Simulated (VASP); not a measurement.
Consider the following.

```xyz
2
Lattice="3.0464 0.0000 0.0000 0.0000 3.0464 0.0000 0.0000 0.0000 3.0464" Properties=species:S:1:pos:R:3 pbc="T T T"
Ti     0.0000     0.0000     0.0000
Co     1.5232     1.5232     1.5232
```

All values below come from revPBE GGA, VASP's PBE PAW potentials (set 64) (plane waves; VASP). Run with 520 eV cut-off, 12×12×12 Γ-centred mesh, first-order Methfessel-Paxton smearing of 0.10 eV, potentials Ti_sv Co.

Problem. What does the run give for the energy per atom (σ→0), pressure, band gap (on the k-mesh) with the smallest direct gap where there is one?

Solution. 
```yaml
band gap (on the k-mesh): none (metal, semimetal or under 0.01 eV)
energy per atom (σ→0): -7.409 eV/atom
pressure: -8.77 GPa
```

Total energies compare only between runs with the same potentials, cut-off and functional.

The compound is TiCo in the CsCl type structure. This cell is one point of a volume scan, at 1.06 of the reference volume. The run is not spin-polarised, so no magnetic state was tried. The electron count is odd and the run is not spin-polarised, which forces a metal.
